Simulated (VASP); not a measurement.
Given:

```yaml
crystal:
  lattice:
    - [3.47178, 0.00000, 0.00000]
    - [-1.73589, 3.00665, 0.00000]
    - [0.00000, 0.00000, 6.98634]
  atoms:
    - { symbol: Pd, position: [0.33333, 0.66667, 0.02017] }
    - { symbol: Pd, position: [0.66667, 0.33333, 0.52017] }
    - { symbol: S, position: [0.33333, 0.66667, 0.35483] }
    - { symbol: S, position: [0.66667, 0.33333, 0.85483] }
```

Level of theory: PBEsol GGA, VASP's PBE PAW potentials (set 64) (plane waves; VASP). Run with 400 eV cut-off, 11×11×5 Γ-centred mesh, tetrahedra with Blöchl corrections, potentials Pd S.

Task: Predict the energy per atom (σ→0), band gap (on the k-mesh) with the smallest direct gap where there is one.

Result: 
| Property | Result |
|---|---|
| band gap (on the k-mesh) | none (metal, semimetal or under 0.01 eV) |
| energy per atom (σ→0) | -5.303 eV/atom |

Total energies compare only between runs with the same potentials, cut-off and functional.

The structure was generated: PdS was put into the wurtzite type (P6_3mc), which need not be its known phase. It was relaxed first, which changed the volume by -18 %.
